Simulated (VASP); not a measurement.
Consider the following.

```
Al2Cu
1.0
   -2.03034     2.03034     2.85109
    2.03034    -2.03034     2.85109
    2.03034     2.03034    -2.85109
Al Cu
2 1
Direct
  0.75000   0.25000   0.50000
  0.25000   0.75000   0.50000
  0.50000   0.50000   0.00000
```

Calculation: PBEsol GGA, VASP's PBE PAW potentials (set 64) (plane waves; VASP 6.6.1). Settings: 300 eV cut-off, 9×9×9 Γ-centred mesh, Gaussian smearing of 0.050 eV, potentials Al Cu.

What does the run give for the energy per atom (σ→0), band gap (on the k-mesh) with the smallest direct gap where there is one?

```yaml
band gap (on the k-mesh): none (metal, semimetal or under 0.01 eV)
energy per atom (σ→0): -4.330 eV/atom
```

The structure comes from a computed database's Al2Cu entry (I4/mmm); how it stands against other phases isn't given here. The cell was not relaxed at this level. The electron count is odd and the run is not spin-polarised, which forces a metal.
